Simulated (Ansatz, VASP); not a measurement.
# CoSi2 in two plane-wave programs, part 2 of 2

Wanted: the spread between two codes on one cell, functional and k mesh. The cell is taken from a series of VASP runs on this material, whose earlier steps may have relaxed, scaled or displaced it; both programs get it as it stands.

VASP 6.6.1 and Ansatz 0.2.0.

So far: The starting structure; VASP: relaxation of cell and atoms, LDA.

### 3. Ansatz: relaxation of cell and atoms, LDA

Level of this step: Ansatz beside VASP: Kohn-Sham DFT, plane waves, LDA (Ansatz).

Ansatz runs on its default PAW (the set named soft_2) files.

The same cell, functional (in two slightly different forms), mesh and smearing now go to Ansatz, which takes its cutoff from its data sets.

input.yaml reads:

```yaml
crystal:
  lattice:
    - [0.0, 2.6377980453, 2.6377980453]
    - [2.6377980453, 0.0, 2.6377980453]
    - [2.6377980453, 2.6377980453, 0.0]
  atoms:
    - { symbol: Co, position: [0.0, 0.0, 0.0] }
    - { symbol: Si, position: [0.75, 0.75, 0.75] }
    - { symbol: Si, position: [0.25, 0.25, 0.25] }
hamiltonian:
  xc: lda
  pseudopotentials: { kind: paw }
magnetization:
  spin_polarized: true
kpoints:
  mp_grid: { grid: [12, 12, 12] }
scf:
  occupations: { method: gaussian, width: 0.05 }
relax:
  f_tol: 0.01
  max_steps: 60
  cell: { stress_tol: 0.05 }
output:
  forces: true
  stress: true
  write_density: true
  write_potential: true
  elf: true
  volumetric_format: npy
```

The run is started by

```bash
$ ansatz run input.yaml --threads 4 --pin off --max-ram 9216MiB --backend cpu --events-out ev --progress --plain --runs-dir out
```

Numbers of over 12 decimals in the logs are rounded to 6 here.

What it wrote:

```text
band count auto-derived: 18 (N_el = 25.0; filled up to band 13; 17 by the electrons, moments and atoms)
Engine: ansatz 0.2.0, aarch64-unknown-linux-gnu
Pseudopotentials: kind: paw
Pseudopotential: Co, paw, valence charge 17, recommended cutoff 420 eV (normal), Co.paw.azcp
Pseudopotential: Si, paw, valence charge 4, recommended cutoff 420 eV (normal), Si.paw.azcp
Functional definition: SPW92
  exchange = slater_x
  correlation = pw_c
Crystal: 3 atoms, lattice volume = 36.707 Å³
Basis set: ecut = 420 eV, 725 PW (Γ)
Bands: 18, of which v1, the nominal top of the filled ones, is band 13 counted from 1 (12 counted from 0)
Symmetry: 48 space group operations
Space group: Fm-3m (ITA 225), of the structure as read, at distance tolerance 3.3e-5 Å
k-points: 72 of 1728
Non-local potential: Co, projectors of the file, l = 0: 3, l = 1: 2, l = 2: 3, l = 3: 1
Non-local potential: Si, projectors of the file, l = 0: 2, l = 1: 2, l = 2: 2
PAW form: soft (Blöchl's): semilocal exchange-correlation on the pseudo side does not see the compensation charge
PAW frozen core: Co, regenerated for the run's functional, and the local potential with it (the file was generated under x = pbe(κ = 0.804, μ = 0.219515), c = pbe(β = 0.066725))
PAW frozen core: Si, regenerated for the run's functional, and the local potential with it (the file was generated under x = pbe(κ = 0.804, μ = 0.219515), c = pbe(β = 0.066725))
PAW one-centre angular grid: Co, 590 points (default); XC on 64 Gauss nodes
PAW one-centre angular grid: Si, 110 points (default); XC on 64 Gauss nodes
Initial density: superposition of atomic densities (chi_scale 0.1, normalization cell, long waves kept (reshape's long-wave potential 0.00 eV rms))
Initial wavefunctions: pseudopotential atomic-orbital guess
Functional: x = slater, c = lda
SCF iter   1: F=—  HF=-6283.279427 eV  |F-HF|=—  |Δ(HF+E_count)|=         —  Δρ=6.53e-2 (↑6.53e-2 ↓6.53e-2)  dr2=7.61e0  dr2_m=0.00e0  M=0.000 μB ∫|m|=0.000 μB  β_m=0.30  ethr=3.10e-3  ⟨swp⟩=5.7  Hψ=6592  notcnv=0
preconditioner: auto → none  [insulator: Δε(μ)=0.083 eV  Ē_g=9.801 eV  σ=0.050 eV  W_gap=0.73  n_scr=14 (ndim 8)  ℏωp=25.3 eV  f_vac=0.000  D(μ)=0.71/eV (n_scr^D=0)  ε∞_Penn≈7.6]
SCF iter   2: F=—  HF=-6283.845480 eV  |F-HF|=—  |Δ(HF+E_count)|=   5.66e-1  Δρ=1.37e-1 (↑1.37e-1 ↓1.37e-1)  dr2=1.71e1  dr2_m=0.00e0  M=0.000 μB ∫|m|=0.000 μB  β_m=0.21  ethr=3.10e-3  ⟨swp⟩=3.0  Hψ=3365  notcnv=0  defer=100  recentre
preconditioner: auto → Kerker (q_TF=auto, 2.559 Å⁻¹)  [metal: Δε(μ)=0.042 eV  Ē_g=9.037 eV  σ=0.050 eV  W_gap=0.44  n_scr=14 (ndim 8)  ℏωp=25.3 eV  f_vac=0.000  D(μ)=1.03/eV (n_scr^D=8)]
spin=Collinear: Kerker preconditioning applied to the charge; magnetization (m = ρ↑ − ρ↓) channel mixes plain (no charge-response kernel on spin).
SCF iter   3: F=—  HF=-6281.303515 eV  |F-HF|=—  |Δ(HF+E_count)|=    2.54e0  Δρ=4.97e-2 (↑4.88e-2 ↓4.97e-2)  dr2=7.53e-1  dr2_m=6.92e-1  M=1.242 μB ∫|m|=1.242 μB  ethr=3.10e-3  ⟨swp⟩=2.7  Hψ=3156  notcnv=0  defer=96
Mixer restart at iter 3: flushing history
SCF iter   4: F=—  HF=-6282.153290 eV  |F-HF|=—  |Δ(HF+E_count)|=         —  Δρ=4.19e-2 (↑3.90e-2 ↓4.19e-2)  dr2=9.08e-1  dr2_m=4.08e-1  M=0.189 μB ∫|m|=0.195 μB  β_m=0.22  ethr=3.01e-3  ⟨swp⟩=3.1  Hψ=6287  notcnv=0  defer=48
SCF iter   5: F=—  HF=-6282.092558 eV  |F-HF|=—  |Δ(HF+E_count)|=   6.07e-2  Δρ=3.60e-2 (↑3.60e-2 ↓3.24e-2)  dr2=5.99e-1  dr2_m=2.85e-1  M=0.144 μB ∫|m|=0.150 μB  β_m=0.61  ethr=3.01e-3  ⟨swp⟩=1.0  Hψ=3125  notcnv=0  defer=55
SCF iter   6: F=—  HF=-6282.067672 eV  |F-HF|=—  |Δ(HF+E_count)|=   2.49e-2  Δρ=3.73e-2 (↑3.06e-2 ↓3.73e-2)  dr2=1.20e0  dr2_m=3.86e-3  M=0.008 μB ∫|m|=0.026 μB  β_m=0.43  ethr=2.39e-3  ⟨swp⟩=2.3  Hψ=4891  notcnv=0  defer=65
Mixer restart at iter 6: flushing history
SCF iter   7: F=—  HF=-6281.925531 eV  |F-HF|=—  |Δ(HF+E_count)|=         —  Δρ=4.63e-3 (↑4.63e-3 ↓4.63e-3)  dr2=2.66e-2  dr2_m=0.00e0  M=0.000 μB ∫|m|=0.000 μB  β_m=0.43  ethr=2.39e-3  ⟨swp⟩=5.6  Hψ=4958  notcnv=0  defer=28
SCF iter   8: F=—  HF=-6281.926436 eV  |F-HF|=—  |Δ(HF+E_count)|=   9.05e-4  Δρ=3.18e-3 (↑3.18e-3 ↓3.18e-3)  dr2=1.29e-2  dr2_m=0.00e0  M=0.000 μB ∫|m|=0.000 μB  β_m=0.42  ethr=1.06e-4  ⟨swp⟩=2.0  Hψ=2401  notcnv=0  defer=95
SCF iter   9: F=—  HF=-6281.925597 eV  |F-HF|=—  |Δ(HF+E_count)|=   8.39e-4  Δρ=3.42e-3 (↑3.42e-3 ↓3.42e-3)  dr2=1.36e-2  dr2_m=0.00e0  M=0.000 μB ∫|m|=0.000 μB  β_m=0.21  ethr=5.18e-5  ⟨swp⟩=2.1  Hψ=1919  notcnv=0  defer=95
SCF iter  10: F=—  HF=-6281.924772 eV  |F-HF|=—  |Δ(HF+E_count)|=   8.25e-4  Δρ=9.79e-4 (↑9.79e-4 ↓9.79e-4)  dr2=2.14e-3  dr2_m=0.00e0  M=0.000 μB ∫|m|=0.000 μB  β_m=0.56  ethr=5.18e-5  ⟨swp⟩=2.2  Hψ=1537  notcnv=0  defer=95
SCF iter  11: F=—  HF=-6281.924513 eV  |F-HF|=—  |Δ(HF+E_count)|=   2.59e-4  Δρ=8.93e-4 (↑8.93e-4 ↓8.93e-4)  dr2=9.23e-4  dr2_m=0.00e0  M=0.000 μB ∫|m|=0.000 μB  β_m=0.78  ethr=8.58e-6  ⟨swp⟩=2.1  Hψ=1745  notcnv=0  defer=95
SCF iter  12: F=—  HF=-6281.924438 eV  |F-HF|=—  |Δ(HF+E_count)|=   7.45e-5  Δρ=3.70e-4 (↑3.70e-4 ↓3.70e-4)  dr2=1.62e-4  dr2_m=0.00e0  M=0.000 μB ∫|m|=0.000 μB  β_m=0.74  ethr=3.69e-6  ⟨swp⟩=1.0  Hψ=1200  notcnv=0  defer=95
[...]
Stability of the state it starts from, as read at its close in the collinear treatment: not read negative (Ritz values of 1 − χ₀K, real part plus size of imaginary part, from 0.88 to 1.0, by its mixing steps under the symmetry group of the SCF that read it); nothing settles its magnetic order
iter 1 solved again at ethr=7.59e-7 eV; its pass at ethr=3.10e-3 eV (dr2=1.90e-4 eV) is discarded
SCF iter   1: F=—  HF=-6281.924424 eV  |F-HF|=—  |Δ(HF+E_count)|=         —  Δρ=2.21e-6 (↑2.21e-6 ↓2.21e-6)  dr2=4.39e-9  dr2_m=0.00e0  M=0.000 μB ∫|m|=0.000 μB  β_m=0.30  ethr=7.59e-7  ⟨swp⟩=3.0  Hψ=9701  notcnv=0
eigensolver tolerance schedule: the retry pair's looser diagonalisation over-reported the residual by 43193.90 of it (diagonalisation noise at an unbounded share of the residual, at the tolerance the schedule requests for it); recorded, not acted on — ethr = c·dr2/N_el stays at c = 1.0e-1
preconditioner: auto → Kerker (q_TF=auto, 2.559 Å⁻¹)  [metal: Δε(μ)=0.044 eV  Ē_g=9.165 eV  σ=0.050 eV  W_gap=0.46  n_scr=14 (ndim 8)  ℏωp=25.3 eV  f_vac=0.000  D(μ)=0.96/eV (n_scr^D=8)]
spin=Collinear: Kerker preconditioning applied to the charge; magnetization (m = ρ↑ − ρ↓) channel mixes plain (no charge-response kernel on spin).
SCF iter   2: F=—  HF=-6281.924428 eV  |F-HF|=—  |Δ(HF+E_count)|=   3.80e-6  Δρ=9.92e-7 (↑9.92e-7 ↓9.92e-7)  dr2=8.01e-10  dr2_m=0.00e0  M=0.000 μB ∫|m|=0.000 μB  β_m=0.26  ethr=1.76e-11  ⟨swp⟩=8.0  Hψ=6794  notcnv=0
SCF iter   3: F=-6281.924428 eV  HF=-6281.924428 eV  |F-HF|=5.91e-11  |Δ(HF+E_count)|=  1.27e-10  Δρ=3.33e-7 (↑3.33e-7 ↓3.33e-7)  dr2=1.10e-10  dr2_m=0.00e0  M=0.000 μB ∫|m|=0.000 μB  ethr=3.20e-12  ⟨swp⟩=4.6  Hψ=5640  notcnv=0
SCF 2 converged in 3 iterations: F = -6281.924428 eV  dr2 = 1.10e-10
relax step   1: F+E_penalty+E_count = -6281.92442794 eV  Δ(F+E_penalty+E_count) = +0.000e0 eV  max|allowed force component| = 4.318e-17 eV/Å  Δτ_max = 0.0000 Å  P = -0.232 GPa  Ω = 36.707 Å³  (3 SCF iters, dr2 threshold 1.00e-7 eV, accepted)
[...]
relax step   2: F+E_penalty+E_count = -6281.92447060 eV  Δ(F+E_penalty+E_count) = -4.266e-5 eV  max|allowed force component| = 5.551e-17 eV/Å  Δτ_max = 0.0000 Å  P = -0.100 GPa  Ω = 36.684 Å³  energy of the carried Pulay correction = +1.806e-5 eV  (4 SCF iters, dr2 threshold 1.35e-7 eV, accepted)
[...]
relax step   3: F+E_penalty+E_count = -6281.92448981 eV  Δ(F+E_penalty+E_count) = -1.921e-5 eV  max|allowed force component| = 1.141e-16 eV/Å  Δτ_max = 0.0000 Å  P = -0.000 GPa  Ω = 36.666 Å³  energy of the carried Pulay correction = +3.164e-5 eV  (4 SCF iters, dr2 threshold 2.49e-8 eV, accepted)
[...]
relax step   4: F+E_penalty+E_count = -6281.92447333 eV  Δ(F+E_penalty+E_count) = +1.648e-5 eV  max|allowed force component| = 4.934e-17 eV/Å  Δτ_max = 0.0000 Å  P = -0.002 GPa  Ω = 36.666 Å³  stress off target by 1.88e-3 GPa  SCF on the basis re-selected at this cell (its energy is not comparable with the rows above)  (7 SCF iters)
basis re-selected at this cell: Δ(F+E_penalty+E_count) = +1.648e-5 eV, ΔP = -0.002 GPa vs the last step (what re-selecting the basis moved, of the pressure what is left beyond the Pulay correction that the steps carried, after the strain that the cell walked since its last selection, with what the two solves' SCF thresholds leave and, on support functions, any second-order correction that the steps lacked; it is no m [...]
SCF converged after 7 iterations
Magnetization: 0.0000 μB (12.5000 up, 12.5000 down)
Absolute magnetization: 0.0000 μB (∫|ρ↑−ρ↓|)
Spin contamination: 0.0000 ħ² per cell (⟨S²⟩ above its minimum at these occupations)
Per-site moments (μB) at R_I (Å): [(0.0, 0.941959), (0.0, 0.941959), (0.0, 0.941959)]
Free energy (F): -6281.924473 eV
Harris-Foulkes:  -6281.924473 eV  (|F-HF|=1.73e-11)
Internal energy: -6281.923277 eV  (E = F + TS)
E sigma→0 (E₀):  -6281.923875 eV
Entropy (-TS):   -0.001196 eV (-0.399 meV/atom)
Fermi energy:    13.367469 eV
--- Per-component energies (eV) ---
  E_band       = -271.221722
  E_kinetic    = 552.064116
  E_local      = -4052.610939  (includes V_loc(G=0)·N_el)
  E_nonlocal   = 510.121565
  E_hartree    = 1763.076661
  E_xc         = -273.717199
  E_vxc        = -307.501901  (∫ρ·V_xc dr)
  E_paw        = -2426.732988  (= ΣΔE_a)
  E_vpaw       = -499.447519  (= ΣTr[D̂ρ^β])
  E_aug_tail   = 0.000011  (compensation charges beyond the density's cutoff)
  E_ewald      = -2354.711416
  E_core_change = 0.586912  (= ΣΔE_core)
  E_smearing   = -0.001196  (= −TS)
  E_closure    = -0.000000  (closes the sum)
  Σ components = -6281.924473   (vs F -6281.924473, Δ=0.00e0)
--- Forces (eV/Å), atoms counted from 1 ---
  atom   1  Co    -0.00000000    -0.00000000    -0.00000000
  atom   2  Si     0.00000000     0.00000000    -0.00000000
  atom   3  Si    -0.00000000    -0.00000000     0.00000000
  max |Σ_I F_I| component: 4.63e-17 eV/Å
--- Stress (GPa, compression-positive) ---
       -0.001884      -0.000000       0.000000
       -0.000000      -0.001884      -0.000000
       -0.000000      -0.000000      -0.001884
  P = ⅓ Tr σ = -0.0019 GPa (-0.019 kbar)
--- Band table (eV; the first three rows and the last of 144) ---
  k-point 0 ↑: bands = [... 9 lower, 11.3117, 14.4949, 16.8438, 16.8438, 16.8438, 17.0011, 17.0011, 17.0011, ... 1 higher]
  k-point 1 ↑: bands = [... 9 lower, 11.2782, 14.5095, 15.4865, 16.1479, 16.1479, 17.7380, 17.7380, 18.5051, ... 1 higher]
  k-point 2 ↑: bands = [... 9 lower, 11.2056, 13.5645, 15.3963, 15.3963, 15.4418, 17.9050, 17.9050, 18.5614, ... 1 higher]
  k-point 71 ↓: bands = [... 9 lower, 10.9230, 11.2511, 11.8066, 12.6552, 17.2153, 17.2153, 19.2420, 20.1521, ... 1 higher]
--- Relaxed structure (3 steps of the walk, 3 accepted, 1 SCFs on fresh bases) ---
  F+E_penalty+E_count = -6281.92447333 eV   max|allowed force component| = 4.934e-17 eV/Å   (the final SCF, on the basis selected at the relaxed cell)
  cell:  # Å, volume = 36.6659 Å³
    - [0, 2.636802, 2.636802]
    - [2.636802, 0, 2.636802]
    - [2.636802, 2.636802, 0]
  atoms:
    - { symbol: Co, position: [0, 0, 0] }
    - { symbol: Si, position: [0.75, 0.75, 0.75] }
    - { symbol: Si, position: [0.25, 0.25, 0.25] }
```

Run time: 3.7 s. Hardware: 4 threads of Arm Neoverse V2, shared host; peak memory 0.39 GiB.

### 4. Differences

Known differences besides the potentials themselves: the two LDA forms differ slightly; both relaxations stop at a tolerance, which leaves soft axes loose, and VASP keeps its plane-wave basis; the data sets hold 25 valence electrons in Ansatz (default PAW (the set named soft_2) files) and 17 in VASP; the cutoff is 420 eV in Ansatz and 450 eV in VASP; VASP's log shows a relativistic correction to its local exchange, Ansatz's none; Ansatz adds a Pulay correction to the stress that steers its cell, VASP none. Total energies have different zeros and are not compared.

Both answers:

| quantity | Ansatz | VASP | difference |
| --- | --- | --- | --- |
| volume (Å³) | 36.67 | 36.71 | -0.11 % |
| edge a after relaxation, in the typed setting (Å) | 3.729 | 3.730 | -0.04 % |

The walks stopped with 0.00 GPa left in Ansatz and -0.03 GPa in VASP; each walk ends within a tolerance, so the volume difference is uncertain by about these residues over the bulk modulus, most in soft cells.

### 5. VASP: relaxation of cell and atoms, r2SCAN with rVV10

The relaxed volume is the usual yardstick between codes: its relative difference is about their pressure difference at one cell divided by the bulk modulus. The cell compared in this pair holds 37.37 Å³, against 36.71 Å³ for the pair before.

INCAR reads:

```
SYSTEM = CoSi2
PREC = Accurate
ENCUT = 450
EDIFF = 1E-06
NELM = 100
ISMEAR = 0
SIGMA = 0.05
LREAL = .FALSE.
ALGO = Normal
METAGGA = R2SCAN
LUSE_VDW = .TRUE.
IVDW_NL = 2
BPARAM = 11.95
CPARAM = 0.0093
LASPH = .TRUE.
NBANDS = 16
ISPIN = 2
MAGMOM = 0 0 0
LMAXMIX = 4
LORBIT = 11
LWAVE = .FALSE.
LCHARG = .FALSE.
KPAR = 4
IBRION = 2
NSW = 50
ISIF = 3
EDIFFG = -0.006
```

POSCAR reads:

```
CoSi2
1.0
    0.0000000000      2.6536871617      2.6536871617
    2.6536871617      0.0000000000      2.6536871617
    2.6536871617      2.6536871617      0.0000000000
Co Si
1 2
Direct
    0.0000000000      0.0000000000      0.0000000000
    0.7500000000      0.7500000000      0.7500000000
    0.2500000000      0.2500000000      0.2500000000
```

KPOINTS reads:

```
Automatic mesh
0
Gamma
12 12 12
0 0 0
```

The projector-augmented-wave data sets are Co and Si (PBE family, release 64).

The run is started by

```bash
$ mpirun -np 4 vasp_std
```

What it wrote:

```text
[banner, memory and clock lines left out]
running    4 mpi-ranks, on    1 nodes
[...]
|                                                                             |
|               ----> ADVICE to this user running VASP <----                  |
|                                                                             |
|     You have switched on vdW-DFT.                                           |
|     This routine was written and supplied by Jiri Klimes. We recommend      |
|     that you carefully read and cite the following publications:            |
|       J. Klimes, D.R. Bowler, A. Michelides                                 |
|          J. Phys.: Cond Matt. 22 022201 (2010)                              |
|       J. Klimes, D.R. Bowler, A. Michelides                                 |
|          Phys. Rev. B. 83, 195131 (2011)                                    |
|     and references therein.                                                 |
|                                                                             |

[...]
Total rVV10 correction in eV:      0.2947776    21.2954710
Total rVV10 correction in eV:      0.2947776    21.2954710
Total rVV10 correction in eV:      0.2947776    21.2954710
Total rVV10 correction in eV:      0.2947776    21.2954710
DAV:   5    -0.317137348094E+02    0.40429E-05   -0.77037E-06  5848   0.558E-02    0.533E-03
Total rVV10 correction in eV:      0.2947745    21.2954710
Total rVV10 correction in eV:      0.2947745    21.2954710
Total rVV10 correction in eV:      0.2947745    21.2954710
Total rVV10 correction in eV:      0.2947745    21.2954710
DAV:   6    -0.317137349470E+02   -0.13759E-06   -0.60024E-07  2544   0.911E-03
Total rVV10 correction in eV:      0.2947743    21.2954710
Total rVV10 correction in eV:      0.2947743    21.2954710
Total rVV10 correction in eV:      0.2947743    21.2954710
Total rVV10 correction in eV:      0.2947743    21.2954710
Total rVV10 correction in eV:      0.2947724    21.2954710
Total rVV10 correction in eV:      0.2947724    21.2954710
Total rVV10 correction in eV:      0.2947724    21.2954710
Total rVV10 correction in eV:      0.2947724    21.2954710
   3 F= -.31713735E+02 E0= -.31712914E+02  d E =-.101480E-04  mag=    -0.0000
[...]
reached required accuracy - stopping structural energy minimisation
```

OUTCAR, selected parts (step 5):

```text
  Total        0.0071295      0.0071295      0.0071295     -0.0000000      0.0000000     -0.0000000
  in kB        0.3058351      0.3058351      0.3058351     -0.0000000      0.0000000     -0.0000000
  external PRESSURE =       0.3058351 kB  Pullay stress =       0.0000000 kB

 POSITION                                       TOTAL-FORCE (eV/Angst)
 -----------------------------------------------------------------------------------
      0.00000      0.00000      0.00000        -0.000000     -0.000000     -0.000000
      3.97962      3.97962      3.97962         0.000000      0.000000     -0.000000
      1.32654      1.32654      1.32654        -0.000000     -0.000000      0.000000
 -----------------------------------------------------------------------------------
    total drift:                               -0.000000     -0.000000      0.000000

  FREE ENERGIE OF THE ION-ELECTRON SYSTEM (eV)
  ---------------------------------------------------
  free  energy   TOTEN  =       -31.7137349470 eV

  energy  without entropy=      -31.7120940362  energy(sigma->0) =      -31.71291449

 magnetization (x)
# of ion       s       p       d       tot
------------------------------------------
    1        0.000  -0.000  -0.000  -0.000
    2       -0.000  -0.000   0.000  -0.000
    3       -0.000  -0.000   0.000  -0.000
--------------------------------------------------
tot         -0.000  -0.000  -0.000  -0.000

[... 2 parts as in an earlier step ...]

[... 2 further parts left out ...]
[key lines of the parts left out:]
E-fermi :  10.3468
```

### 6. Ansatz: relaxation of cell and atoms, r2SCAN with rVV10

The same cell, functional, mesh and smearing now go to Ansatz, which takes its cutoff from its data sets.

The cell is taken from a series of VASP runs on this material, whose earlier steps may have relaxed, scaled or displaced it; both programs get it as it stands.

input.yaml, the sections that differ from step 3:

```yaml
crystal:
  lattice:
    - [0.0, 2.6536871617, 2.6536871617]
    - [2.6536871617, 0.0, 2.6536871617]
    - [2.6536871617, 2.6536871617, 0.0]
  atoms:
    - { symbol: Co, position: [0.0, 0.0, 0.0] }
    - { symbol: Si, position: [0.75, 0.75, 0.75] }
    - { symbol: Si, position: [0.25, 0.25, 0.25] }
hamiltonian:
  xc: r2scan
  pseudopotentials: { kind: paw }
  dispersion: rvv10
# magnetization, kpoints, scf, relax, output: as in step 3
```

The run is started by

```bash
$ ansatz run input.yaml --threads 4 --pin off --max-ram 9216MiB --backend cpu --events-out ev --progress --plain --runs-dir out
```

What it wrote:

```text
[...]
Crystal: 3 atoms, lattice volume = 37.375 Å³
Basis set: ecut = 500 eV, 941 PW (Γ), exchange–correlation on 128×128×128 points (64 copies of the dense FFT grid, shifted against one another)
Bands: 18, of which v1, the nominal top of the filled ones, is band 13 counted from 1 (12 counted from 0)
Symmetry: 48 space group operations
[...]
--- Relaxed structure (2 steps of the walk, 2 accepted, 1 SCFs on fresh bases) ---
[...]
cell:  # Å, volume = 37.3660 Å³
    - [0, 2.653477, 2.653477]
    - [2.653477, 0, 2.653477]
    - [2.653477, 2.653477, 0]
  atoms:
    - { symbol: Co, position: [0, 0, 0] }
    - { symbol: Si, position: [0.75, 0.75, 0.75] }
    - { symbol: Si, position: [0.25, 0.25, 0.25] }
[key lines of the parts left out:]
SCF converged after 6 iterations
Magnetization: 0.0000 μB (12.5000 up, 12.5000 down)
Free energy (F): -6409.094710 eV
Fermi energy:    13.205005 eV
P = ⅓ Tr σ = -0.0333 GPa (-0.333 kbar)
```

The job ended after 8.6 s (4 threads; peak memory 0.6 GiB).

### 7. Comparison

What differs besides the data sets and the points named for the pairs above, as far as they apply: VASP keeps PBE cores, Ansatz makes them for the functional; the cutoff is 500 eV in Ansatz and 450 eV in VASP. Total energies have different zeros and are not compared.

Both answers:

| quantity | Ansatz | VASP | difference |
| --- | --- | --- | --- |
| volume (Å³) | 37.37 | 37.35 | +0.04 % |
| edge a after relaxation, in the typed setting (Å) | 3.753 | 3.752 | +0.02 % |

The walks stopped with -0.03 GPa left in Ansatz and 0.03 GPa in VASP; each walk ends within a tolerance, so the volume difference is uncertain by about these residues over the bulk modulus, most in soft cells.

### 8. Summary of results

```
difference in volume (relaxation of cell and atoms, LDA)               : -0.11 %
difference in volume (relaxation of cell and atoms, r2SCAN with rVV10) : 0.045 %
```

The difference in volume is -0.11 % (relaxation of cell and atoms, LDA), within the 1.2 % picked in this series as the mark of a large difference, as far as the stopping tolerances let one tell. Such differences can come from data sets, numerical settings and the points named under the comparisons, not from the functional's error against experiment.

[Lines on the potential files, build, host, timing and source positions are cut from VASP's logs without a mark.]

[Logs are printed without paths, hosts, clocks, repeated set-up lines and the standing remarks that a program may print on its own settings, such as how far it seeks lower states.]

[Hosts, paths, dates, database ids (printed as entryN), source tags and the programs' standing remarks are cut or masked in the printed files.]
